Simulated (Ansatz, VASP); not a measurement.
**Cross-check of Cu (Cu(100)) between VASP and Ansatz**

Wanted: the spread between two codes on one cell, functional and k mesh. The structure shown is the start of the Ansatz relaxation below; VASP solves that cell, so the two are compared at the walk's first step.

Method: plane waves, with VASP 6.6.1 beside it; single point at PBE, in Ansatz 0.2.0.

## Step 1: The structure

The cell holds 8 atoms: 8 Cu. Its edges and angles: a = 2.553 Å, b = 2.553 Å, c = 26.635 Å, α = 90.0°, β = 90.0°, γ = 90.0°. Vacuum lies along c.

## Step 2: Ansatz: relaxation, PBE

Ansatz runs on its default PAW (the set named soft_2) files.

The two programs are compared at the cell with which this relaxation starts, whose forces are those of its first step.

input.yaml

```yaml
crystal:
  lattice:
    - [2.5526554801, 0.0, 0.0]
    - [0.0, 2.5526554801, 0.0]
    - [0.0, 0.0, 26.635]
  atoms:
    - { symbol: Cu, position: [0.5, 0.5, 0.2628120894] }
    - { symbol: Cu, position: [0.0, 0.0, 0.3305800638] }
    - { symbol: Cu, position: [0.5, 0.5, 0.3983480383] }
    - { symbol: Cu, position: [0.0, 0.0, 0.4661160128] }
    - { symbol: Cu, position: [0.5, 0.5, 0.5338839872] }
    - { symbol: Cu, position: [0.0, 0.0, 0.6016519617] }
    - { symbol: Cu, position: [0.5, 0.5, 0.6694199362] }
    - { symbol: Cu, position: [0.0, 0.0, 0.7371879106] }
kpoints:
  mp_grid: { grid: [12, 12, 1] }
hamiltonian:
  xc: pbe
scf:
  occupations: { method: fermi_dirac, width: 0.1 }
efield:
  axis: 3
  dipole_correction: true
  ramp_width: 0.05
relax:
  f_tol: 0.02
  max_steps: 60
  constraints: [{ sites: [0, 1, 2, 3] }]
output:
  write_potential: true
  write_density: true
  volumetric_format: npy
```

On the command line:

```sh
$ ansatz run input.yaml --threads 4 --pin off --max-ram 8192MiB --backend cpu --events-out ev --progress --plain --runs-dir out
```

Numbers of over 12 decimals in the logs are rounded to 6 here.

Output:

```text
Engine: ansatz 0.2.0, x86_64-unknown-linux-gnu
Pseudopotentials: kind: paw
Pseudopotential: Cu, paw, valence charge 19, recommended cutoff 420 eV (normal), Cu.paw.azcp
Functional definition: PBE
  parameter kappa = 0.804
  parameter beta = 0.066725
  exchange = pbe_x(kappa = kappa, mu = beta*pi^2/3)
  correlation = pbe_c(beta = beta)
Crystal: 8 atoms, lattice volume = 173.555 Å³
Basis set: ecut = 420 eV, 3397 PW (Γ), exchange–correlation on 36×36×360 points (8 copies of the dense FFT grid, shifted against one another)
Bands: 92, of which v1, the nominal top of the filled ones, is band 76 counted from 1 (75 counted from 0)
Symmetry: 8 space group operations
k-points: 28 of 144
Non-local potential: Cu, projectors of the file, l = 0: 3, l = 1: 2, l = 2: 3, l = 3: 1
PAW form: soft (Blöchl's): semilocal exchange-correlation on the pseudo side does not see the compensation charge
PAW one-centre angular grid: Cu, 590 points (default); XC on 64 Gauss nodes
Initial density: superposition of atomic densities (neutral atoms: chi_scale 0, normalization atom), corrected by the library's trained network
Initial wavefunctions: pseudopotential atomic-orbital guess
Functional: x = pbe(κ = 0.804, μ = 0.219515), c = pbe(β = 0.066725)
SCF iter   1: F=—  HF=-53000.200781 eV  |F-HF|=—  |Δ(HF+E_count)|=         —  Δρ=2.37e-3  dr2=8.49e-2  ethr=1.77e-3  p=0.000 e·Å  D=1.98e-13 V/Å  ΔV_dip=-0.00 eV  dr2_dipole=4.23e-8  V_vac-E_F(+/−)=4.42/4.42 eV  ⟨swp⟩=6.5  Hψ=10089  notcnv=0  defer=69
efield: sawtooth ramp at fractional position 0.9750 (placed from the atoms, in the widest stretch of the axis that holds none; the zero of the levels goes with the place), width 0.0500; the density the first Hamiltonian is built on has a dipole p = 0.000 e·Å; the dipole correction subtracts the counter field D = 1.98e-13 V/Å, which shifts the + side's vacuum level by -0.00 eV against the − side's; the planar-averaged density in the ramp window peaks in size at 6.1e-5 e/Å³
preconditioner: auto → LDOS  [metal: Δε(μ)=0.029 eV  Ē_g=9.058 eV  σ=0.100 eV  W_gap=0.07  n_scr=58 (ndim 8)  ℏωp=26.4 eV  f_vac=0.428  D(μ)=3.34/eV (n_scr^D=14)  β→1.0]
SCF iter   2: F=—  HF=-53000.199659 eV  |F-HF|=—  |Δ(HF+E_count)|=   1.12e-3  Δρ=1.88e-3  dr2=5.79e-3  ethr=5.59e-5  p=0.000 e·Å  D=3.54e-5 V/Å  ΔV_dip=-0.00 eV  dr2_dipole=3.40e-8  V_vac-E_F(+/−)=4.58/4.58 eV  ⟨swp⟩=2.4  Hψ=3744  notcnv=0  defer=140
SCF iter   3: F=—  HF=-53000.200863 eV  |F-HF|=—  |Δ(HF+E_count)|=   1.20e-3  Δρ=2.46e-3  dr2=6.12e-3  ethr=3.81e-6  p=-0.000 e·Å  D=-2.44e-7 V/Å  ΔV_dip=0.00 eV  dr2_dipole=3.49e-6  V_vac-E_F(+/−)=4.55/4.55 eV  ⟨swp⟩=2.4  Hψ=4534  notcnv=0  defer=140
SCF iter   4: F=—  HF=-53000.199961 eV  |F-HF|=—  |Δ(HF+E_count)|=   9.02e-4  Δρ=1.21e-3  dr2=1.89e-3  ethr=3.81e-6  p=0.000 e·Å  D=2.26e-6 V/Å  ΔV_dip=-0.00 eV  dr2_dipole=1.84e-6  V_vac-E_F(+/−)=4.57/4.57 eV  ⟨swp⟩=2.0  Hψ=3982  notcnv=0  defer=140
SCF iter   5: F=—  HF=-53000.199639 eV  |F-HF|=—  |Δ(HF+E_count)|=   3.23e-4  Δρ=2.33e-4  dr2=7.67e-5  ethr=1.24e-6  p=0.000 e·Å  D=2.82e-5 V/Å  ΔV_dip=-0.00 eV  dr2_dipole=3.05e-7  V_vac-E_F(+/−)=4.58/4.58 eV  ⟨swp⟩=2.0  Hψ=3511  notcnv=0  defer=140
SCF iter   6: F=-53000.199627 eV  HF=-53000.199629 eV  |F-HF|=1.96e-6  |Δ(HF+E_count)|=   9.92e-6  Δρ=6.53e-5  dr2=4.58e-6  ethr=6.58e-9  p=-0.000 e·Å  D=-1.19e-5 V/Å  ΔV_dip=0.00 eV  dr2_dipole=7.14e-8  V_vac-E_F(+/−)=4.58/4.58 eV  ⟨swp⟩=10.6  Hψ=23821  notcnv=0
SCF 1 converged in 6 iterations: F = -53000.199627 eV  dr2 = 4.58e-6
  Residual-converged pass: ⟨swp⟩=1.0  Hψ=2689  notcnv=0  max |occ|·‖R‖ = 7.0e-9 eV (tolerance 1.0e-8 eV)  dr2=4.58e-6  dr2_onsite=1.99e-6  max |Δocc| = 6.2e-12
  greatest PAW one-centre occupation: 1.000 electrons in one spin orbital (limit 2), on the Cu atom at site 0 (counted from 0), in its partial waves of l = 0
relax step   1: F+E_penalty+E_count = -53000.19962689 eV  Δ(F+E_penalty+E_count) = +0.000e0 eV  max|allowed force component| = 2.209e-1 eV/Å  Δτ_max = 0.0000 Å  (6 SCF iters, dr2 threshold 1.00e-5 eV, accepted)
Initial density: handed on by an earlier stage of this run
Initial wavefunctions: those handed on with the density
iter 1 solved again at ethr=4.07e-6 eV; its pass at ethr=3.10e-3 eV (dr2=6.19e-3 eV) is discarded
SCF iter   1: F=—  HF=-53000.206353 eV  |F-HF|=—  |Δ(HF+E_count)|=         —  Δρ=2.51e-3  dr2=6.09e-3  ethr=4.07e-6  p=-0.000 e·Å  D=-1.19e-5 V/Å  ΔV_dip=0.00 eV  dr2_dipole=9.67e-6  V_vac-E_F(+/−)=4.58/4.58 eV  ⟨swp⟩=2.8  Hψ=8182  notcnv=0  defer=188
efield: sawtooth ramp at fractional position 0.9750 (handed on by an earlier solve), width 0.0500; the density the first Hamiltonian is built on has a dipole p = -0.000 e·Å; the dipole correction subtracts the counter field D = -1.19e-5 V/Å, which shifts the + side's vacuum level by +0.00 eV against the − side's; the planar-averaged density in the ramp window peaks in size at 1.5e-5 e/Å³
[...]
SCF iter   5: F=-53000.205701 eV  HF=-53000.205701 eV  |F-HF|=2.33e-10  |Δ(HF+E_count)|=   3.17e-8  Δρ=2.86e-6  dr2=1.21e-8  ethr=6.58e-11  p=0.001 e·Å  D=6.53e-4 V/Å  ΔV_dip=-0.02 eV  dr2_dipole=2.41e-9  V_vac-E_F(+/−)=4.56/4.58 eV  ⟨swp⟩=10.0  Hψ=18220  notcnv=0
SCF 4 converged in 5 iterations: F = -53000.205701 eV  dr2 = 1.21e-8
relax step   4: F+E_penalty+E_count = -53000.20570082 eV  Δ(F+E_penalty+E_count) = -9.132e-7 eV  max|allowed force component| = 2.805e-3 eV/Å  Δτ_max = 0.0000 Å  (5 SCF iters, accepted)
NSCF: frozen V_eff on 28 k-points
the band table was solved once a step of the walk had ended and its energy, with any forces and stress, was formed, with the checks that follow a solve (12876 applications of the Hamiltonian). They found nothing against the state; the energy, forces and stress were not computed again (output.eigenvalues in the input reference)
WARN: The output density's exchange-correlation potential varies sharply where the density is thin. Do not read a vacuum level from v_tot or v_xc, or from such a field of the output density. On a cell that repeats whose density bears no net charge and no dipole along the vacuum's axis use v_es (v_loc + v_h of the components); under efield.dipole_correction with no amplitude use v_es + v_field, which holds any externa [...]
SCF converged after 5 iterations
Free energy (F): -53000.205701 eV
Harris-Foulkes:  -53000.205701 eV  (|F-HF|=2.33e-10)
Internal energy: -53000.103128 eV  (E = F + TS)
E sigma→0 (E₀):  -53000.154414 eV
Entropy (-TS):   -0.102573 eV (-12.822 meV/atom)
Fermi energy:    7.077147 eV
Dipole field:    D = 0.000582 V/Å  (p = 0.000558 e·Å, saw-weighted, corrected)
Work function:   Φ+ = 4.5657 eV   Φ− = 4.5813 eV
Levels:          The Fermi level and band energies are counted from a zero that moves with the ramp; work functions are not
--- Per-component energies (eV) ---
  E_band       = -4328.306798
  E_kinetic    = 2397.890876
  E_local      = -330751.633517  (includes V_loc(G=0)·N_el)
  E_nonlocal   = 3125.943012
  E_hartree    = 162723.651799
  E_xc         = -713.347567
  E_vxc        = -920.266618  (∫ρ·V_xc dr)
  E_paw        = -13309.921034  (= ΣΔE_a)
  E_vpaw       = -3627.540166  (= ΣTr[D̂ρ^β])
  E_aug_tail   = 0.002309  (compensation charges beyond the density's cutoff)
  E_efield     = 0.000000  (sawtooth field / dipole correction)
  E_vefield    = -0.002330  (∫n·V_field dr)
  E_ewald      = 123527.310995
  E_smearing   = -0.102573  (= −TS)
  E_closure    = 0.000000  (closes the sum)
  Σ components = -53000.205701   (vs F -53000.205701, Δ=0.00e0)
--- Forces (eV/Å), atoms counted from 1 ---
  atom   1  Cu     0.00000000     0.00000000     0.10078288
  atom   2  Cu     0.00000000     0.00000000    -0.22185226
  atom   3  Cu     0.00000000     0.00000000     0.01410281
  atom   4  Cu     0.00000000     0.00000000     0.10539118
  atom   5  Cu     0.00000000     0.00000000    -0.00034130
  atom   6  Cu     0.00000000     0.00000000    -0.00109814
  atom   7  Cu    -0.00000000     0.00000000     0.00022604
  atom   8  Cu    -0.00000000     0.00000000     0.00280497
  max |Σ_I F_I| component: 1.62e-5 eV/Å
--- Band table (eV; the first three rows and the last of 28) ---
  k-point 0: bands = [... 72 lower, 5.5809, 5.5809, 5.6347, 5.6462, 5.6462, 5.6482, 6.2610, 7.5774, ... 12 higher]
  k-point 1: bands = [... 72 lower, 5.4730, 5.5726, 5.5802, 5.6359, 5.6499, 5.6625, 6.6509, 7.9088, ... 12 higher]
  k-point 2: bands = [... 72 lower, 5.4620, 5.5104, 5.5472, 5.6370, 5.6410, 6.1868, 7.3650, 8.6825, ... 12 higher]
  k-point 27: bands = [... 72 lower, 8.9485, 8.9485, 9.8110, 9.8110, 11.0147, 11.0147, 12.4237, 12.4237, ... 12 higher]
--- Relaxed structure (4 steps of the walk, 4 accepted, 0 SCFs on fresh bases) ---
  F+E_penalty+E_count = -53000.20570082 eV   max|allowed force component| = 2.805e-3 eV/Å
  atoms:
    - { symbol: Cu, position: [0.5, 0.5, 0.2628120894] }
    - { symbol: Cu, position: [0.0, 0.0, 0.3305800638] }
    - { symbol: Cu, position: [0.5, 0.5, 0.3983480383] }
    - { symbol: Cu, position: [0.0, 0.0, 0.4661160128] }
    - { symbol: Cu, position: [0.5, 0.5, 0.534827] }
    - { symbol: Cu, position: [0, 0.0, 0.603565] }
    - { symbol: Cu, position: [0.5, 0.5, 0.672499] }
    - { symbol: Cu, position: [0, 0.0, 0.739167] }
```

Reading the cycles: dr2 is the Hartree energy of the density residual (eV), the measure of convergence; HF is the Harris–Foulkes estimate of the energy, which meets the free energy F at convergence.

## Step 3: VASP: single point, PBE, start cell

The same cell, functional, mesh and smearing now go to VASP, with its own data sets.

Lines of VASP's logs that name or quote its potential files are left out, and so is its time.

INCAR

```
SYSTEM = Cu
PREC = Accurate
ENCUT = 520
EDIFF = 1E-06
NELM = 120
ISMEAR = -1
SIGMA = 0.1
LREAL = .FALSE.
ALGO = Normal
GGA = PE
NBANDS = 54
LASPH = .TRUE.
LORBIT = 11
LWAVE = .FALSE.
LCHARG = .FALSE.
ISIF = 2
LDIPOL = .TRUE.
IDIPOL = 3
DIPOL = 0.5 0.5 0.5
LVHAR = .TRUE.
GGA_COMPAT = .FALSE.
NELMDL = -8
KPAR = 2
```

POSCAR

```
Cu
1.0
    2.5526554801      0.0000000000      0.0000000000
    0.0000000000      2.5526554801      0.0000000000
    0.0000000000      0.0000000000     26.6350000000
Cu
8
Direct
    0.5000001018      0.5000001018      0.2628120894
    0.0000001018      0.0000001018      0.3305800638
    0.5000001018      0.5000001018      0.3983480383
    0.0000001018      0.0000001018      0.4661160128
    0.5000001018      0.5000001018      0.5338839872
    0.0000001018      0.0000001018      0.6016519617
    0.5000001018      0.5000001018      0.6694199362
    0.0000001018      0.0000001018      0.7371879106
```

KPOINTS

```
Automatic mesh
0
Gamma
12 12 1
0 0 0
```

PAW data sets: Cu (PBE family, release 64).

On the command line:

```sh
$ mpirun -np 2 vasp_std
```

Output:

```text
[banner, memory and clock lines left out]
running    2 mpi-ranks, on    1 nodes
 distrk:  each k-point on    1 cores,    2 groups
 distr:  one band on    1 cores,    1 groups

 POSCAR found type information on POSCAR Cu
 POSCAR found :  1 types and       8 ions
 LDA part: xc-table for (Slater+PW92), standard interpolation
 POSCAR, INCAR and KPOINTS ok, starting setup
 FFT: planning ... GRIDC
 FFT: planning ... GRID_SOFT
 FFT: planning ... GRID
 WAVECAR not read
 entering main loop
       N       E                     dE             d eps       ncg     rms          rms(c)
DAV:   1     0.819355034379E+03    0.81936E+03   -0.39189E+04  3032   0.244E+03
DAV:   2     0.747802399805E+02   -0.74457E+03   -0.72406E+03  3024   0.467E+02
DAV:   3    -0.310682540906E+02   -0.10585E+03   -0.99105E+02  3150   0.224E+02
DAV:   4    -0.353084689609E+02   -0.42402E+01   -0.42031E+01  3384   0.617E+01
DAV:   5    -0.354003938661E+02   -0.91925E-01   -0.91873E-01  3476   0.773E+00
DAV:   6    -0.354043290658E+02   -0.39352E-02   -0.39344E-02  3742   0.129E+00
DAV:   7    -0.354045424135E+02   -0.21335E-03   -0.21334E-03  4030   0.265E-01
DAV:   8    -0.354045496932E+02   -0.72797E-05   -0.72792E-05  3614   0.408E-02    0.210E+01
DAV:   9    -0.315302889881E+02    0.38743E+01   -0.74817E+01  3254   0.127E+02    0.109E+01
DAV:  10    -0.287077326982E+02    0.28226E+01   -0.15191E+01  3570   0.770E+01    0.331E+00
DAV:  11    -0.286893415505E+02    0.18391E-01   -0.38805E+00  3864   0.507E+01    0.125E+00
DAV:  12    -0.286981698823E+02   -0.88283E-02   -0.72493E-01  4130   0.183E+01    0.177E+00
DAV:  13    -0.286845898776E+02    0.13580E-01   -0.27459E-01  3378   0.146E+01    0.123E+00
DAV:  14    -0.286593117703E+02    0.25278E-01   -0.12561E-01  3712   0.663E+00    0.174E-01
[...]
DAV:  21    -0.286594604664E+02   -0.30761E-04   -0.48581E-05  3714   0.209E-01    0.141E-02
DAV:  22    -0.286595041574E+02   -0.43691E-04   -0.41447E-05  3332   0.933E-02    0.835E-03
DAV:  23    -0.286595464768E+02   -0.42319E-04   -0.80477E-06  3188   0.579E-02    0.729E-03
DAV:  24    -0.286595625498E+02   -0.16073E-04   -0.41891E-06  2940   0.579E-02    0.249E-03
DAV:  25    -0.286595824411E+02   -0.19891E-04   -0.47187E-06  2848   0.356E-02    0.383E-03
DAV:  26    -0.286595852167E+02   -0.27757E-05   -0.14663E-06  1988   0.223E-02    0.677E-04
DAV:  27    -0.286595888871E+02   -0.36703E-05   -0.35347E-07  1848   0.718E-03    0.658E-04
DAV:  28    -0.286595890906E+02   -0.20358E-06   -0.80825E-08  1784   0.464E-03
   1 F= -.28659589E+02 E0= -.28608736E+02  d E =-.101706E+00
```

(Continued in part 2 of 2.)

[Lines on the potential files, build, host, timing and source positions are cut from VASP's logs without a mark.]

[Logs are printed without paths, hosts, clocks, repeated set-up lines and the standing remarks that a program may print on its own settings, such as how far it seeks lower states.]

[Hosts, paths, dates, database ids (printed as entryN), source tags and the programs' standing remarks are cut or masked in the printed files.]
